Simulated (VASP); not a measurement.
Method: LDA (Ceperley-Alder, Perdew-Zunger), VASP's LDA PAW potentials (set 64) (plane waves; VASP).

Input for VASP

### INCAR
```
ISIF=2
EDIFF=1E-6   ! SCF stop (eV)
LCHARG=.FALSE.
SYSTEM=InAs
ISMEAR=-1   ! Fermi-Dirac
LMAXMIX=4   ! l cut-off of mixed one-centre charges
NELM=100
SIGMA=0.05   ! width (eV)
ENCUT=300
ALGO=Normal
LASPH=.TRUE.
LREAL=.FALSE.
LWAVE=.FALSE.
PREC=Accurate
```

KPOINTS:
```
kpoints
0
Gamma
9 9 9
0 0 0
```

**POSCAR**
```
InAs
1
    0.0000000000     3.0300000000     3.0300000000
    3.0300000000     0.0000000000     3.0300000000
    3.0300000000     3.0300000000     0.0000000000
In As
1 1
Direct
  0.0000000000   0.0000000000   0.0000000000
  0.2500000000   0.2500000000   0.2500000000
```

POTCAR, in this order: In_d As (LDA.64 set). Program: vasp_std.

Output

OSZICAR:
```
       N       E                     dE             d eps       ncg     rms          rms(c)
DAV:   1     0.951415832660E+02    0.95142E+02   -0.62647E+03   910   0.101E+03
DAV:   2    -0.300613718230E+01   -0.98148E+02   -0.95531E+02   965   0.266E+02
DAV:   3    -0.919623453640E+01   -0.61901E+01   -0.61615E+01  1200   0.754E+01
DAV:   4    -0.933106142699E+01   -0.13483E+00   -0.13479E+00  1069   0.130E+01
DAV:   5    -0.933605061832E+01   -0.49892E-02   -0.49890E-02  1218   0.201E+00    0.462E+00
DAV:   6    -0.906773718095E+01    0.26831E+00   -0.42861E-01  1343   0.119E+01    0.259E+00
DAV:   7    -0.902945422518E+01    0.38283E-01   -0.13071E-01  1268   0.336E+00    0.679E-01
DAV:   8    -0.902586109028E+01    0.35931E-02   -0.11613E-02  1135   0.154E+00    0.213E-01
DAV:   9    -0.902572050602E+01    0.14058E-03   -0.84092E-04  1100   0.365E-01    0.123E-01
DAV:  10    -0.902574598331E+01   -0.25477E-04   -0.10976E-04  1425   0.168E-01    0.771E-02
DAV:  11    -0.902575302836E+01   -0.70450E-05   -0.48047E-05  1367   0.133E-01    0.773E-02
DAV:  12    -0.902574780334E+01    0.52250E-05   -0.10727E-05  1121   0.407E-02    0.992E-03
DAV:  13    -0.902574783911E+01   -0.35764E-07   -0.10659E-06   686   0.670E-03
   1 F= -.90257478E+01 E0= -.90255240E+01  d E =-.447772E-03
```

**OUTCAR**
```
------------------------ aborting loop because EDIFF is reached ----------------------------------------
  FORCE on cell =-STRESS in cart. coord.  units (eV):
  Direction    XX          YY          ZZ          XY          YZ          ZX
  --------------------------------------------------------------------------------------
  Total       -0.3712754     -0.3712754     -0.3712754      0.0000000      0.0000000     -0.0000000
  in kB      -10.6917514    -10.6917514    -10.6917514      0.0000000      0.0000000     -0.0000000
  external PRESSURE =     -10.6917514 kB  Pullay stress =       0.0000000 kB
  volume of cell :       55.64
      direct lattice vectors                 reciprocal lattice vectors
     0.000000000  3.030000000  3.030000000    -0.165016502  0.165016502  0.165016502
     3.030000000  0.000000000  3.030000000     0.165016502 -0.165016502  0.165016502
     3.030000000  3.030000000  0.000000000     0.165016502  0.165016502 -0.165016502
  FREE ENERGIE OF THE ION-ELECTRON SYSTEM (eV)
  ---------------------------------------------------
  free  energy   TOTEN  =        -9.0257478391 eV

  energy  without entropy=       -9.0253000674  energy(sigma->0) =       -9.02552395
```
(Selected blocks of OUTCAR.)

At this cut-off the stress carries a Pulay error, which pulls relaxed volumes low.

The structure is a typed InAs crystal (F-43m). The cell was not relaxed at this level. The run is one of a series of settings (GGA removed, POTCAR In_d As (LDA.64 set) against the base run), some of them coarse on purpose.
